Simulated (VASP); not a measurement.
```
CELL_PARAMETERS angstrom
      0.00000     2.39785     2.39785
      2.39785     0.00000     2.39785
      2.39785     2.39785     0.00000
ATOMIC_POSITIONS crystal
  Na 0.00000 0.00000 0.00000
  H  0.50000 0.50000 0.50000
```

Computed with PBE GGA with D4 dispersion, VASP's PBE PAW potentials (set 64) (plane waves; VASP). Run with 520 eV cut-off, 11×11×11 Γ-centred mesh, tetrahedra with Blöchl corrections, potentials Na_pv H.

Q: What does the run give for the energy per atom (σ→0)?

A: 
```yaml
energy per atom (σ→0): -2.603 eV/atom
```

The compound is NaH in the rock salt structure. It was relaxed first, which changed the volume by -5 %.
